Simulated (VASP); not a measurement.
A VASP calculation is set up with these files.

KPOINTS:
```
Automatic mesh
0
Gamma
9 9 9
0 0 0
```

File POSCAR:
```
AgCl
1
    0.0000000000     2.7198269084     2.7198269084
    2.7198269084     0.0000000000     2.7198269084
    2.7198269084     2.7198269084     0.0000000000
Ag Cl
1 1
Direct
  0.0000000000   0.0000000000   1.0000000000
  0.5000000000   0.5000000000   0.5000000000
```

### INCAR
```
SYSTEM = AgCl
PREC = Accurate
ENCUT = 400
EDIFF = 1E-7
NELM = 100
ALGO = Normal
LREAL = .FALSE.
LASPH = .TRUE.
ISMEAR = -5
GGA = PS
LMAXMIX = 4
LWAVE = .FALSE.
LCHARG = .TRUE.
LORBIT = 11
NEDOS = 601
ISIF = 2
```

POTCAR, in this order: Ag Cl (PBE.64 set). Program: vasp_std.

**Question.** Translate this PBEsol calculation to Ansatz.

**Answer.** One equivalent input (not run):
Ansatz 0.2 input:
```yaml
crystal:
  lattice:
    - [0.0000000, 2.7198269, 2.7198269]
    - [2.7198269, 0.0000000, 2.7198269]
    - [2.7198269, 2.7198269, 0.0000000]
  atoms:
    - { symbol: Ag, position: [0.0000000, 0.0000000, 1.0000000] }
    - { symbol: Cl, position: [0.5000000, 0.5000000, 0.5000000] }
kpoints:
  mp_grid: { grid: [9, 9, 9] }
hamiltonian:
  xc: pbesol
  pseudopotentials: { kind: paw }
scf:
  occupations: { method: tetrahedron }
  max_iter: 100
output: { forces: true, stress: true, eigenvalues: true }
```
The two are equivalent in intent, not identical: each code has its own PAW files, so the cut-off isn't converted (ENCUT is set for VASP's; basis.ecutwfc is left out, and Ansatz then takes the one that its files recommend); Ansatz stops its SCF on the density residual and VASP on the energy change (EDIFF).

The structure was generated: AgCl was put into the rock salt type (Fm-3m), which need not be its known phase. It was relaxed first, which changed the volume by +6 %.
